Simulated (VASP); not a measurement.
Here is the system:

```yaml
crystal:
  lattice:
    - [4.89984, 0.00000, 0.00000]
    - [0.00000, 4.89984, 0.00000]
    - [0.00000, 0.00000, 4.83971]
  atoms:
    - { symbol: In, position: [0.00000, 0.00000, 0.00000] }
    - { symbol: In, position: [0.50000, 0.50000, 0.00000] }
    - { symbol: Bi, position: [0.00000, 0.50000, 0.39641] }
    - { symbol: Bi, position: [0.50000, 0.00000, 0.60359] }
```

Level of theory: PBEsol GGA, VASP's PBE PAW potentials (set 64) (plane waves; VASP). Settings: 400 eV cut-off, Gaussian smearing of 0.050 eV, potentials In_d Bi_d.

**Question.** Give the energies of bands 23 to 32 at the high-symmetry points, in eV from the Fermi level.

**Answer.** 
| band | Γ | X | M | Z | R | A |
|---|---|---|---|---|---|---|
| 23 | -4.64 | -4.70 | -6.39 | -6.38 | -6.14 | -4.95 |
| 24 | -3.46 | -4.70 | -6.39 | -2.21 | -6.14 | -4.95 |
| 25 | -3.46 | -1.96 | -1.17 | -1.99 | -1.25 | -4.32 |
| 26 | -2.70 | -1.96 | -1.17 | -1.99 | -1.25 | -4.32 |
| 27 | -2.26 | -1.73 | 0.17 | -1.22 | -0.88 | -3.83 |
| 28 | 0.76 | -1.73 | 0.17 | -1.22 | -0.88 | -3.83 |
| 29 | 1.17 | 1.20 | 0.53 | -1.01 | -0.01 | 4.38 |
| 30 | 1.17 | 1.20 | 0.53 | 0.94 | -0.01 | 4.38 |
| 31 | 3.11 | 2.92 | 0.63 | 2.75 | 1.84 | 5.80 |
| 32 | 3.11 | 2.92 | 0.63 | 3.64 | 1.84 | 5.80 |

It has no gap at this level: it comes out as a metal or semimetal.

The structure comes from a measured InBi entry (P4/nmm) of the Crystallography Open Database, whose conditions weren't checked. It was relaxed first.
